# Why stretching cubic boron nitride closes one gap faster than the other

In the simplest picture, an even stretch of a crystal makes every electron wave in it longer in proportion to the bond length $d$. Kinetic energy goes as one over wavelength squared, so it falls as $1/d^2$. The coupling between orbitals on neighbouring atoms follows roughly the same law near normal bond lengths. If these were the only energies present, every gap in the crystal would shrink by the same percentage.

For the cubic boron nitride below, $d$ (the shortest distance) grows from 1.514 to 1.608 Å, and the law then asks for a loss of about 11 %. Neither gap obeys. The direct gap loses about 9 % and the gap on mesh, which is the indirect one, only about 4 %. The sections below offer a partial cause for each shortfall.

VASP 6.6.1 calculations with PBE-D3(BJ) for cubic boron nitride in two-atom cells scaled uniformly to each volume, without spin polarisation or spin-orbit coupling. They use the recommended PBE PAW potentials, a 520 eV plane-wave cutoff and a 14 × 14 × 14 k mesh. Both gaps are taken from levels at the mesh points only, the direct gap at a single k point.

| volume (Å³/atom) | shortest distance (Å) | gap on mesh (eV) | direct gap on mesh (eV) |
| --- | --- | --- | --- |
| 5.340 | 1.514 | 4.559 | 9.301 |
| 5.516 | 1.530 | 4.528 | 9.146 |
| 5.692 | 1.546 | 4.498 | 8.995 |
| 5.868 | 1.562 | 4.466 | 8.850 |
| 6.044 | 1.578 | 4.434 | 8.709 |
| 6.220 | 1.593 | 4.402 | 8.573 |
| 6.396 | 1.608 | 4.370 | 8.441 |

## What happens

The direct gap is the smallest energy needed to lift an electron without changing its wavevector. The indirect gap runs from the highest filled level to the lowest empty one, wherever each lies. Both fall at every step, by 0.860 eV and 0.189 eV over the series. No row is irregular. The row at 5.868 Å³/atom is almost free of pressure; smaller volumes are compressed and larger ones are under tension.

The steps in the direct gap become slightly smaller as the crystal expands. This fits an inverse power law, because equal steps in volume are ever smaller relative changes in bond length.

## The direct gap: a part that stretches and a part that does not

Levels printed for two of the rows, 5.516 and 6.220, show which states form the direct gap; the smooth steps suggest the same states in the other rows. Both lie at the zone centre, where every unit cell carries the same wave pattern, and both are threefold degenerate. They are the bonding and antibonding combinations of p orbitals, one set for each direction in space.

Symmetry makes these states simple. A boron atom has four nitrogen neighbours at the corners of a tetrahedron. At the zone centre, the couplings of a boron p orbital to the four nitrogen s orbitals cancel, two positive against two negative. The couplings to nitrogen p orbitals of another direction cancel as well. If only s and p orbitals on nearest neighbours are counted, what survives is the coupling to the nitrogen p orbital of the same direction. That leaves a problem of two levels:

$$E_\text{direct}=\sqrt{D^2+W^2}.$$

Here $D$ is the energy difference between the p orbitals of boron and nitrogen, and $W$ is the splitting that their coupling alone would produce. Two limits show how the formula works. With identical atoms $D$ vanishes, the whole gap is coupling, and it falls just as fast as the coupling does. With negligible coupling the gap is just the difference between two kinds of atom, and stretching leaves it alone.

Boron nitride lies between these limits, nearer to the first. Stretching weakens $W$, while $D$ is to a first approximation a property of the atoms and stays put. The direct gap therefore falls, but more slowly than the coupling. Between the end rows it behaves like an inverse power of about 1.6 in the bond length.

## One row worked through

The estimate needs a value for $D$. A rough, recalled difference between the p levels of the free atoms, in the same kind of theory, is 3.5 eV. The middle row, with its direct gap of 8.850 eV, then sets the coupling:

$$W=\sqrt{8.850^2-3.5^2}\approx 8.13\ \text{eV}.$$

Now go to the most stretched row, which played no part in setting $W$. The bond is longer by the cube root of the volume ratio, so $W$ shrinks by the factor $(5.868/6.396)^{2/3}\approx 0.944$, to about 7.675 eV. Putting this back beside the unchanged $D$ gives

$$E_\text{direct}\approx\sqrt{3.5^2+7.675^2}\approx 8.435\ \text{eV}.$$

The table has 8.441 eV. Without the fixed part, the same step would have given 8.356 eV, which is too low. At the compressed end the model does less well: it gives 9.337 eV for the first row, where the table has 9.301 eV.

Over the whole series the model predicts a fall of 0.90 eV against the computed 0.860 eV. The agreement depends on $D$: a value of 5 eV gives only 0.73 eV, and no fixed part at all gives 1.07 eV. Charge moves between the atoms when the crystal forms, so the free-atom value is only a guide.

The miss at the compressed end carries a message of its own. A fixed part counts for less as the coupling grows, so compression should bring the gap closer to $1/d^2$. The table shows the opposite: the inverse power is about 1.65 between the middle row and the most stretched one, but only 1.58 between the middle row and the most compressed one. The fixed part can therefore not be the whole cause. The coupling itself probably grows less steeply than $1/d^2$ when the bond is squeezed, and these rows cannot say how much of the lag each cause supplies.

## The indirect gap: two moving ends

The indirect gap starts from the same filled level at the zone centre but ends at a different empty state. The levels printed do not include that state. From the band structure of this crystal, as recalled, it lies at the point X, on the zone boundary.

Subtracting one gap from the other gives a useful quantity: the height of the empty zone-centre triplet above the lowest empty level. It needs no common zero of energy. Over the series this height falls by 0.671 eV, which is 78 % of the fall in the direct gap. Only the remaining 0.189 eV appears in the indirect gap. The question is thus why the triplet sinks towards the state at X.

Part of the fall is the weaker splitting itself, which lowers the empty triplet. Wavelength offers a reason for the rest. Suppose the pull of the atoms were so weak that electrons moved as nearly free waves. Both triplets at the zone centre would then be built from the same set of short waves, whose squared wavevector is 3 in units of $(2\pi/a)^2$, with $a$ the edge of the cubic cell. The lowest empty state at X would be built from longer waves, with values of 1 and 2.

Short waves carry more kinetic energy and lose more of it when the crystal expands. In this picture the midpoint of the two triplets therefore sinks relative to the state at X. The table agrees in direction: over the series the midpoint sinks by 0.241 eV relative to the lowest empty level. For the direct gap this does not matter, because only the splitting counts. For the indirect gap it does. The weaker splitting lifts the filled triplet towards the midpoint by half the fall of the direct gap, 0.430 eV, which closes the indirect gap. The sinking midpoint takes back 0.241 eV, and a net fall of 0.189 eV is left.

The opposite limit makes the same point. If each bond kept its electrons to itself, the bands would be flat and the lowest empty level would have the same energy everywhere in the zone. The two gaps would then be equal and would change together. Their different response comes from electrons spreading through the crystal, in waves of different length at different points of the zone.

This picture gives the direction of the effect but not its size. One unit of the kinetic energy used above is 11.6 eV in the middle row, whereas the triplet lies only 4.38 eV above the lowest empty level. The atoms evidently rearrange the free-wave levels strongly. Nor can kinetic energy alone explain the small percentage: if everything followed $1/d^2$, the indirect gap would lose as large a share as the direct one.

The pull of the atoms has to enter as well. It is expected to offset much of the kinetic difference while changing less with bond length. What remains of the height would then fall by a larger share than $1/d^2$ allows. The table fits this, with a fall of 0.671 eV where $1/d^2$ would give 0.53 eV, but these rows do not test the explanation separately.

## Why wider bands do not mean smaller gaps

A simple rule says that compression broadens bands until they meet, so that gaps should shrink under pressure. The first half holds here. The filled bands span 19.65 eV at 6.220 Å³/atom and 21.03 eV at 5.516 Å³/atom. Yet both gaps are larger in the compressed crystal.

The rule pictures each band as growing about a fixed centre. In a covalent crystal the coupling that widens the filled bands also pushes filled and empty states apart. In boron nitride this repulsion wins for both gaps throughout the range. At the indirect gap it wins by a small margin, which is why that gap changes so little.

## Where the simple law fails

Some empty levels stray from $1/d^2$ much further than the triplet does. Above the empty triplet at the zone centre lies a single level, and the standard picture of tetrahedral crystals makes it the antibonding combination of s orbitals. Between the rows at 5.516 and 6.220 it drops by 1.965 eV relative to the highest filled level. The direct gap loses only 0.57 eV over the same interval. A likely reason is that s orbitals start well below p orbitals. Only a large coupling can lift this level above the triplets, and a large coupling loses more energy when the bonds stretch.

The single level is therefore closing in on the triplet from above. The distance between them shrinks from 2.34 to 0.94 eV between those two rows. If it became the lowest empty level at the zone centre, the direct gap would change character and the two-level formula would describe the wrong state. The formula is thus a guide within the range of the table and should not be carried far into a more expanded crystal.

## What to do about it

For a small, uniform change of volume, take the slope from the rows on either side of the middle one. They differ by 6 % in volume, and the indirect gap changes by 0.064 eV between them. That is about 0.01 eV for each percent of volume. For the direct gap the same step gives about 0.05 eV for each percent.

In terms of pressure the effect is small. The row at 5.692 Å³/atom needs about 12 GPa, far beyond ordinary process conditions, and its indirect gap is only 0.03 eV above that of the pressure-free row. A film clamped to a substrate is a separate case, because unequal strain splits the triplets and these rows contain only uniform strain.

Use the changes rather than the gaps themselves. The functional used here, PBE, is known to make gaps too small: the measured indirect gap is roughly 6 eV (a recalled figure), against 4.466 eV in the middle row. Much of such an error usually cancels between similar volumes, but the table has no higher level of theory to test that here. The movement of each band edge on its own also needs a separate calculation, since the zero of energy in a periodic crystal shifts with volume.

For a related crystal whose direct gap also joins two such triplets, two questions give a first guess at the trend, though these rows do not test them in any other crystal. How much of the direct gap comes from the difference between the atoms, which stretching hardly touches? And is the lowest empty state built from waves as short as those of the highest filled one? The first answer suggests how far the direct gap should lag behind the coupling, which may itself change less than $1/d^2$. The second suggests whether the indirect gap should follow the direct one.
